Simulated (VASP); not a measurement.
CdGeTe4Cl2: single point with r2SCAN

CdGeTe4Cl2:

```xyz
8
Lattice="-3.9266 3.9266 3.6924 3.9266 -3.9266 3.6924 3.9266 3.9266 -3.6924" Properties=species:S:1:pos:R:3 pbc="T T T"
Cl    0.0000    3.9266    0.0000
Cl    3.9266    0.0000    0.0000
Cd    0.0000    0.0000    3.6924
Ge    0.0000    0.0000    0.0000
Te    1.4272    1.4272    5.7393
Te    1.4272   -1.4272    1.6455
Te    2.4994    2.4994    2.0469
Te   -1.4272    1.4272    1.6455
```

The cell was built by a generator and needn't be a form met in nature.

- Program: VASP 6.6.1
- Task: single point
- Functional: r2SCAN
- Potentials or basis: VASP PAW PBE potentials, release 64 (Cl, Cd, Ge_d, Te)
- Cutoff: 520 eV
- k mesh: 4 × 4 × 4, shifted
- Occupations: gaussian, width 0.2024 eV
- Spin: no spin polarisation
- Dipole correction: no
- Further INCAR settings: ALGO = Normal; EDIFF = 1e-07; NBANDS = 42

| Item | Value |
| --- | --- |
| Pressure | 0.0 GPa |
| Largest force | 0.018 eV/Å |
| Band gap on the k mesh | none (metal or under the smearing width) |

Forces in eV/Å, atoms in the order of the input:
```
Cl   0.000  0.000  0.000
Cl   0.000  0.000  0.000
Cd   0.000  0.000  0.000
Ge   0.000  0.000  0.000
Te   0.013  0.013  0.001
Te   0.013 -0.013 -0.001
Te  -0.013 -0.013  0.001
Te  -0.013  0.013 -0.001
```

Levels at points of the mesh, in eV from the Fermi level:
```csv
k point,band 29,band 30,band 31,band 32,band 33,band 34,band 35,band 36
"(0.12, 0.12, 0.12)",-1.25,-0.53,-0.10,0.09,0.21,0.61,2.07,2.99
```

Wall time 6.2 min on 1 thread of Intel(R) Xeon(R) Platinum 8488C (Sapphire Rapids) (shared host), peak memory 0.46 GiB.

Caveat: the PAW data sets were made with another functional, which shifts forces and pressure a little. The run has no spin-orbit coupling, so splittings on Te are missing.
